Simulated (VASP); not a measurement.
Consider the following.

```xyz
3
Lattice="1.5411 -2.6692 0.0000 1.5411 2.6692 0.0000 0.0000 0.0000 3.5031" Properties=species:S:1:pos:R:3 pbc="T T T"
Mg     3.0821     0.0000     0.0000
B      1.5411     0.8897     1.7516
B      1.5411    -0.8897     1.7516
```

These are PBE GGA, VASP's PBE PAW potentials (set 64) (plane waves; VASP) values and carry that method's errors. Run with 600 eV cut-off, 10×10×8 Γ-centred mesh, first-order Methfessel-Paxton smearing of 0.10 eV, potentials Mg B.

Energy and stress use the plane-wave basis of the starting cell.

The ions, cell shape and volume at an external pressure of 30.0 GPa are relaxed. What does this cell relax into?

```xyz
3
Lattice="1.4786 -2.5610 0.0000 1.4786 2.5610 0.0000 0.0000 0.0000 3.2502" Properties=species:S:1:pos:R:3 pbc="T T T"
Mg     0.0000     0.0000     3.2502
B      1.4786     0.8537     1.6251
B      1.4786    -0.8537     1.6251
```
Space group P6/mmm (191), at a tolerance of 0.03 Å.

How do energy and volume change from the first to the last step?

The energy (σ→0) changes by +115.8 meV/atom and the volume by -14.6 %, in 7 ionic steps.

The compound is MgB2 in the AlB2 type structure. This run relaxes it under an external pressure of 30 GPa. Symmetry was kept, so distortions that lower it aren't found.
